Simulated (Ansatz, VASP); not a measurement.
# Cross-check of WS2 (Tungstenite) between VASP and Ansatz

Aim: how closely do two programs agree when they are given the same cell, functional and k mesh? The cell is taken from a series of runs on this material, whose earlier steps may have relaxed, scaled, displaced or heated it; both programs get it as it stands.

Method: plane waves, with VASP 6.6.1 beside it; G0W0 gap at PBE, DFT+U, in Ansatz 0.2.0.

## (1) Set-up

The structure is hexagonal, space group P6_3/mmc (No. 194). The conventional cell has a = 3.180 Å, b = 3.180 Å, c = 12.500 Å, α = 90.00°, β = 90.00°, γ = 120.00°. Nearest to W lie 6 S at 2.41 Å. Nearest to S lie 3 W at 2.41 Å. Farther neighbours and most contacts between anions are not listed.

## (2) Ansatz: G0W0 gap, PBE, DFT+U

Ansatz runs on its default PAW (the set named soft_2) files.

Quasiparticle shifts depend on high empty states and on the cores, so they are the hardest test of two PAW sets.

Input file input.yaml:

```yaml
crystal:
  lattice:
    - [3.18, 0.0, 0.0]
    - [-1.59, 2.753960784, 0.0]
    - [0.0, 0.0, 12.5]
  atoms:
    - { symbol: W, position: [0.3333333333, 0.6666666667, 0.25] }
    - { symbol: W, position: [0.6666666667, 0.3333333333, 0.75] }
    - { symbol: S, position: [0.3333333333, 0.6666666667, 0.625] }
    - { symbol: S, position: [0.6666666667, 0.3333333333, 0.125] }
    - { symbol: S, position: [0.3333333333, 0.6666666667, 0.875] }
    - { symbol: S, position: [0.6666666667, 0.3333333333, 0.375] }
kpoints:
  mp_grid: { grid: [6, 6, 2] }
hamiltonian:
  xc: pbe
  hubbard: { sites: [{ species: W, l: d, u_eff: 2.0 }] }
scf:
  occupations: { method: fixed }
gw:
  n_empty_bands: 456
  ecut_chi: 150.0
  qp_bands: [v2, c2]
  qp_kpoints: band_edges
  screening: { model: contour_deformation }
```

The run is started by

```bash
> ansatz run input.yaml --threads 3 --pin off --max-ram 64512MiB --backend cuda --devices 1 --max-vram 24GiB --events-out ev --progress --plain --runs-dir out
```

Numbers of over 12 decimals in the logs are rounded to 6 here.

The log of the run:

```text
W: projections on atomic orbitals take those of the free atom [Kr 4d10 4f14] 5s2 5p6 5d4 6s2, of charge +0.00 (hamiltonian.pseudopotentials.projection_atoms); the dataset's partial waves leave at most 6.5e-5 of an orbital's norm unspanned inside its sphere
S: projections on atomic orbitals take those of the free atom [Ne] 3s2 3p4, of charge +0.00 (hamiltonian.pseudopotentials.projection_atoms); the dataset's partial waves leave at most 1.6e-7 of an orbital's norm unspanned inside its sphere
GPUs: using 1 of 1 available (devices: 1).
Engine: ansatz 0.2.0, x86_64-unknown-linux-gnu
Pseudopotentials: kind: paw
Pseudopotential: W, paw, valence charge 14, recommended cutoff 420 eV (normal), W.paw.azcp
Pseudopotential: S, paw, valence charge 6, recommended cutoff 420 eV (normal), S.paw.azcp
Functional definition: PBE
  parameter kappa = 0.804
  parameter beta = 0.066725
  exchange = pbe_x(kappa = kappa, mu = beta*pi^2/3)
  correlation = pbe_c(beta = beta)
device memory: the entry about to start is reckoned to put 1.1 GiB on a device that reports 69.5 GiB free (of which the cap on the GPU budget leaves the run 24.0 GiB)
GPU FFT provider: cuFFT
GPU libraries: cuBLAS 13.8.2, cuFFT 12.4.0, cuSOLVER 12.3.4
Crystal: 6 atoms, lattice volume = 109.470 Å³
Basis set: ecut = 420 eV, 2129 PW (Γ)
Bands: 32, of which v1, the nominal top of the filled ones, is band 26 counted from 1 (25 counted from 0)
Symmetry: 24 space group operations
Space group: P63/mmc (ITA 194), of the structure as read, at distance tolerance 4.8e-5 Å
k-points: 14 of 72
Non-local potential: W, projectors of the file, l = 0: 3, l = 1: 2, l = 2: 2, l = 3: 1
Non-local potential: S, projectors of the file, l = 0: 2, l = 1: 2, l = 2: 2
PAW form: soft (Blöchl's): semilocal exchange-correlation on the pseudo side does not see the compensation charge
PAW one-centre angular grid: W, 590 points (default); XC on 64 Gauss nodes
PAW one-centre angular grid: S, 110 points (default); XC on 64 Gauss nodes
Initial density: superposition of atomic densities (chi_scale 0.1, normalization cell, long waves of neutral atoms under a Hubbard term (reshape's long-wave potential 0.03 eV rms, cloud 2.67 Å wide))
Initial wavefunctions: pseudopotential atomic-orbital guess
GPU buffer pool allocated for 51840 grid points (all kernels)
GPU transforms: local potential and band sums: pruned to the plane-wave sphere, on 24×24×90
Functional: x = pbe(κ = 0.804, μ = 0.219515), c = pbe(β = 0.066725)
SCF iter   1: F=—  HF=-24378.361582 eV  |F-HF|=—  |Δ(HF+E_count)|=         —  Δρ=4.25e-2  dr2=2.49e0  ethr=3.10e-3  ⟨swp⟩=4.0  Hψ=1830  notcnv=0  defer=27
preconditioner: auto → Resta (q_TF=auto, 2.410 Å⁻¹)  ε∞=7.1  [insulator: Δε(μ)=0.926 eV  Ē_g=8.613 eV  n_scr=26 (ndim 8)  ℏωp=21.3 eV  f_vac=0.005  ε∞_Penn≈7.1]
SCF iter   2: F=—  HF=-24377.971346 eV  |F-HF|=—  |Δ(HF+E_count)|=   3.90e-1  Δρ=2.24e-2  dr2=9.53e-1  ethr=3.10e-3  ⟨swp⟩=2.6  Hψ=765  notcnv=0  defer=38
SCF iter   3: F=—  HF=-24377.851810 eV  |F-HF|=—  |Δ(HF+E_count)|=   1.20e-1  Δρ=8.96e-3  dr2=1.46e-1  ethr=1.83e-3  ⟨swp⟩=2.2  Hψ=693  notcnv=0  defer=44
SCF iter   4: F=—  HF=-24377.828983 eV  |F-HF|=—  |Δ(HF+E_count)|=   2.28e-2  Δρ=2.55e-3  dr2=1.04e-2  ethr=2.80e-4  ⟨swp⟩=3.0  Hψ=801  notcnv=0  defer=50
SCF iter   5: F=—  HF=-24377.832094 eV  |F-HF|=—  |Δ(HF+E_count)|=   3.11e-3  Δρ=5.42e-4  dr2=5.69e-4  ethr=1.99e-5  ⟨swp⟩=2.1  Hψ=664  notcnv=0  defer=54
SCF iter   6: F=—  HF=-24377.832825 eV  |F-HF|=—  |Δ(HF+E_count)|=   7.30e-4  Δρ=1.28e-4  dr2=1.79e-5  ethr=1.09e-6  ⟨swp⟩=2.0  Hψ=708  notcnv=0  defer=54
SCF iter   7: F=—  HF=-24377.832870 eV  |F-HF|=—  |Δ(HF+E_count)|=   4.49e-5  Δρ=3.51e-5  dr2=2.01e-6  ethr=3.43e-8  ⟨swp⟩=2.2  Hψ=684  notcnv=0  defer=11
SCF iter   8: F=—  HF=-24377.832873 eV  |F-HF|=—  |Δ(HF+E_count)|=   3.69e-6  Δρ=8.03e-6  dr2=1.17e-7  ethr=3.86e-9  ⟨swp⟩=2.1  Hψ=686  notcnv=0  defer=13
SCF iter   9: F=-24377.832873 eV  HF=-24377.832873 eV  |F-HF|=5.53e-10  |Δ(HF+E_count)|=   7.13e-8  Δρ=1.28e-6  dr2=3.55e-9  ethr=1.92e-10  ⟨swp⟩=5.6  Hψ=1400  notcnv=0
SCF 1 converged in 9 iterations: F = -24377.832873 eV  dr2 = 3.55e-9
  greatest PAW one-centre occupation: 1.000 electrons in one spin orbital (limit 2), on the W atom at site 0 (counted from 0), in its partial waves of l = 0
device memory: the entry about to start is reckoned to put 1.2 GiB (of the 1.3 GiB reckoned in all, the device holds 0.1 GiB already) on a device that reports 69.4 GiB free (of which the cap on the GPU budget leaves the run 23.9 GiB)
NSCF: frozen V_eff on 14 k-points, pencils in batches of 32, up to order 128
the band table was solved once the SCF had ended and its energy, with any forces and stress, was formed, with the checks that follow a solve (1377 applications of the Hamiltonian). They found nothing against the state; the energy, forces and stress were not computed again (output.eigenvalues in the input reference)
device memory: the entry about to start is reckoned to put 4.9 GiB on a device that reports 69.2 GiB free (of which the cap on the GPU budget leaves the run 24.0 GiB)
NSCF: frozen V_eff on 14 k-points
G₀W₀ screening: q 1/14
[... further progress lines ...]
SCF converged after 9 iterations
Free energy (F): -24377.832873 eV
Harris-Foulkes:  -24377.832873 eV  (|F-HF|=5.53e-10)
Internal energy: -24377.832873 eV  (E = F + TS)
E sigma→0 (E₀):  -24377.832873 eV
Fermi energy:    11.186772 eV
--- Per-component energies (eV) ---
  E_band       = -396.276768
  E_kinetic    = 1332.643691
  E_local      = -3640.145549  (includes V_loc(G=0)·N_el)
  E_nonlocal   = 114.712896
  E_hartree    = 1448.413749
  E_xc         = -924.413013
  E_vxc        = -830.209640  (∫ρ·V_xc dr)
  E_hubbard    = 4.958404  (on-site DFT+U / exact-exchange correction)
  E_vhub       = 0.048108  (the Hubbard potential's part of the band-sum identity)
  E_paw        = -19526.239816  (= ΣΔE_a)
  E_vpaw       = -270.157059  (= ΣTr[D̂ρ^β])
  E_aug_tail   = -0.000119  (compensation charges beyond the density's cutoff)
  E_ewald      = -3187.763116
  E_smearing   = -0.000000  (= −TS)
  E_closure    = -0.000000  (closes the sum)
  Σ components = -24377.832873   (vs F -24377.832873, Δ=0.00e0)
--- Band table (eV; the first three rows and the last of 14) ---
  k-point 0: bands = [... 22 lower, 9.0531, 9.6999, 10.0881, 11.1868, 13.5601, 13.5601, 13.5668, 13.5668, ... 2 higher]
  k-point 1: bands = [... 22 lower, 9.0313, 9.0313, 10.8905, 10.8905, 13.5535, 13.5535, 13.5535, 13.5535, ... 2 higher]
  k-point 2: bands = [... 22 lower, 8.9638, 9.7831, 10.0071, 10.3914, 12.8214, 13.2491, 13.4279, 13.4411, ... 2 higher]
  k-point 13: bands = [... 22 lower, 8.2575, 8.2575, 10.5805, 10.5805, 12.3240, 12.3240, 13.9633, 13.9633, ... 2 higher]
Occupation matrices written to <dir>
--- G₀W₀: contour deformation, 7 samples at zero and on the imaginary axis and 1 off it, 72 q-points, 456 empty bands' worth ---
  eigenvalues of the whole cell's RPA ε∞ on this k-mesh (on a slab, of 1 + 4πα/V) = 5.4166, 14.2199, 14.2199; static W/v taken at q = 0 is 0.071376
  bands read: the sum over 482 bands ends inside a degenerate multiplet in 1 slot, whose members it reads at an even weight; the widest, k=12: bands 482 to 483 (counted from 1) at 1/2 each
  gw.qp_kpoints: band_edges: 10 of 14 stored k-points solved, in 1 pass; an edge of the gap read off the rows below is read off those points alone
    valence top: of the k-points left out ik 6 came nearest to being solved in a further pass, in band 26 (counted from 1, as in the quasiparticle table): it holds the edge there only if its correction is more favourable than any solved in that band by at least 1.478 eV; those differ by 0.090 eV
    conduction bottom: of the k-points left out ik 4 came nearest to being solved in a further pass, in band 27 (counted from 1, as in the quasiparticle table): it holds the edge there only if its correction is more favourable than any solved in that band by at least 0.607 eV; those differ by 0.138 eV
    ik  band        ε_KS         Σx   Σc(E_QP)       V_xc       Z   E_QP_lin       E_QP  E_QP is
     0    25     10.0881   -18.2710     0.9478   -17.0513  0.7473     9.8149     9.8162  root
     0    26     11.1868   -19.5239     0.4679   -18.8457  0.7517    10.9760    10.9765  root
     0    27     13.5601   -13.7049    -4.3804   -18.3304  0.7540    13.8063    13.8052  root
     0    28     13.5601   -13.7049    -4.3804   -18.3304  0.7540    13.8063    13.8052  root
     1    25     10.8905   -19.2134     0.7146   -18.2445  0.7521    10.6354    10.6362  root
     1    26     10.8905   -19.2134     0.7146   -18.2445  0.7521    10.6354    10.6362  root
     1    27     13.5535   -13.6732    -4.3585   -18.2725  0.7532    13.7953    13.7943  root
     1    28     13.5535   -13.6732    -4.3585   -18.2725  0.7532    13.7953    13.7943  root
     2    25     10.0071   -18.8938     1.0459   -17.5915  0.7459     9.7495     9.7507  root
     2    26     10.3914   -19.2300     0.8585   -18.1222  0.7495    10.1412    10.1421  root
     2    27     12.8214   -13.2062    -4.0313   -17.4004  0.7558    12.9847    12.9843  root
     2    28     13.2491   -14.0612    -4.1099   -18.3811  0.7458    13.4600    13.4591  root
     3    25     10.3259   -19.2439     0.9738   -18.0027  0.7491    10.0573    10.0583  root
     3    26     10.3259   -19.2439     0.9738   -18.0027  0.7491    10.0573    10.0583  root
     3    27     13.0975   -13.5900    -4.1498   -17.9243  0.7519    13.2825    13.2819  root
     3    28     13.0975   -13.5900    -4.1498   -17.9243  0.7519    13.2825    13.2819  root
     8    25      9.6876   -19.5342     1.2275   -18.0261  0.7433     9.4055     9.4070  root
     8    26      9.7103   -19.5749     1.2051   -18.1080  0.7426     9.4471     9.4485  root
     8    27     12.2860   -12.9289    -3.8304   -16.9045  0.7632    12.4315    12.4312  root
     8    28     13.0337   -14.1580    -4.2687   -18.6551  0.7493    13.2630    13.2621  root
     9    25      9.7043   -19.5622     1.2146   -18.0750  0.7431     9.4302     9.4317  root
     9    26      9.7043   -19.5622     1.2146   -18.0750  0.7431     9.4302     9.4317  root
     9    27     12.6496   -13.4839    -4.0152   -17.6766  0.7584    12.8276    12.8271  root
     9    28     12.6496   -13.4839    -4.0152   -17.6766  0.7584    12.8276    12.8271  root
[...]
12    25     10.5042   -18.6848     0.4736   -17.9330  0.7554    10.2250    10.2260  root
    12    26     10.6719   -19.1213     0.4008   -18.4631  0.7551    10.4138    10.4145  root
    12    27     12.3237   -15.8064    -3.8626   -19.9522  0.7536    12.6081    12.6069  root
    12    28     12.3237   -15.8064    -3.8626   -19.9522  0.7536    12.6081    12.6069  root
    13    25     10.5805   -18.8606     0.4351   -18.1569  0.7554    10.3110    10.3119  root
    13    26     10.5805   -18.8606     0.4351   -18.1569  0.7554    10.3110    10.3119  root
    13    27     12.3240   -15.8119    -3.8625   -19.9577  0.7536    12.6085    12.6073  root
    13    28     12.3240   -15.8119    -3.8625   -19.9577  0.7536    12.6085    12.6073  root
```

(Continued in part 2 of 2.)

[Lines on the potential files, build, host, timing and source positions are cut from VASP's logs without a mark.]

[Logs are printed without paths, hosts, clocks, repeated set-up lines and the standing remarks that a program may print on its own settings, such as how far it seeks lower states.]

[Hosts, paths, dates, database ids (printed as entryN), source tags and the programs' standing remarks are cut or masked in the printed files.]
